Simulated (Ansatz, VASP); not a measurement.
Given: the input of a run of Ansatz 0.2.0 on MnHg. 

The input input.yaml:

```yaml
crystal:
  lattice:
    - [3.288, 0.0, 0.0]
    - [0.0, 3.288, 0.0]
    - [0.0, 0.0, 3.313]
  atoms:
    - { symbol: Hg, position: [0.0, 0.0, 0.0] }
    - { symbol: Mn, position: [0.5, 0.5, 0.5], spin: 4.0 }
hamiltonian:
  xc: pbesol
  pseudopotentials: { kind: paw }
magnetization:
  spin_polarized: true
kpoints:
  mp_grid: { grid: [8, 8, 8] }
scf:
  occupations: { method: gaussian, width: 0.05 }
output:
  forces: true
  stress: true
  eigenvalues: true
```

Potentials or basis: Ansatz PAW.

Run with:

```console
$ ansatz run input.yaml --threads 2 --pin off --max-ram 5632MiB --backend cpu --events-out ev --progress --plain --runs-dir out
```

Problem. Translate it to VASP 6.6.1. Potentials or basis there: PBE PAW files Hg, Mn_pv, 520 eV.

Solution. As run (cutoffs and basis follow the program's own potentials, and thresholds, step limits or extra output files can differ):

INCAR

```
PREC = Accurate
ENCUT = 520
EDIFF = 1E-6
ISMEAR = 0
SIGMA = 0.05
LREAL = F
LASPH = T
NELM = 100
ALGO = Fast
ISIF = 2
LWAVE = F
LCHARG = T
ISPIN = 2
MAGMOM = 0 4
LORBIT = 11
LMAXMIX = 4
GGA = PS
LELF = T
LVHAR = T
```

The input KPOINTS:

```
Automatic mesh
0
Gamma
  8 8 8
```

Contents of POSCAR:

```
MnHg
3.288
    1.000000000000      0.000000000000      0.000000000000
    0.000000000000      1.000000000000      0.000000000000
    0.000000000000      0.000000000000      1.007603406326
Hg Mn
1 1
Direct
    0.0000000000      0.0000000000      0.0000000000
    0.5000000000      0.5000000000      0.5000000000
```

Potentials or basis: VASP PAW PBE potentials, release 64 (Hg, Mn_pv).

Launch:

```bash
$ cat potpaw_PBE.64/Hg/POTCAR potpaw_PBE.64/Mn_pv/POTCAR > POTCAR
$ mpirun -np 1 vasp_std > vasp.out
```

Both were run:

|  | Ansatz | VASP |
| --- | --- | --- |
| Pressure | -3.4 GPa | -2.9 GPa |
| Net moment | 3.90 μB per cell | 3.91 μB per cell |

Ansatz's pressure holds a Pulay term of +0.05 GPa for its cutoff of 420 eV, which the other run lacks.

The potentials hold 35 and 25 valence electrons a cell.

Ansatz's potentials were made for PBE. VASP's potentials were made for PBE.

Where Ansatz's input types no cutoff or centring, it takes its own default and a Γ-centred mesh.

The magnetic state is the one that the start led to; the real crystal's order can differ.

Pressure is positive in compression.
